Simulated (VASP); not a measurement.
Cost and result of VASP (PAW) for the lattice constant a of ZnSe (zinc blende). Static lattice. The cost counts the five points of the equation of state, each on the mesh and cut-off of its row, so the ratios hold those differences too. With PBE it took about 60 core-seconds. The timings are rough (shared machines, no repeats); factors under 2 mean little.

```
level   k-mesh  cut-off (eV)  lattice constant a (Å)         cost over PBE
------  ------  ------------  ----------------------  --------------------
LDA      8×8×8           520                   5.577  within a factor of 2
PBEsol   8×8×8           520                   5.641  within a factor of 2
PBE      8×8×8           520                   5.740             reference
r2SCAN   8×8×8           520                     ___         about 6 times
SCAN     8×8×8           520                     ___         about 6 times
```

Q: Fill in the missing entries.

A: 
- r2SCAN, lattice constant a (Å): 5.667
- SCAN, lattice constant a (Å): 5.646

Left out are levels that failed, ran on another kind of processor or have no fit band path; at most nine are shown.

The compound is ZnSe in the zinc blende structure.
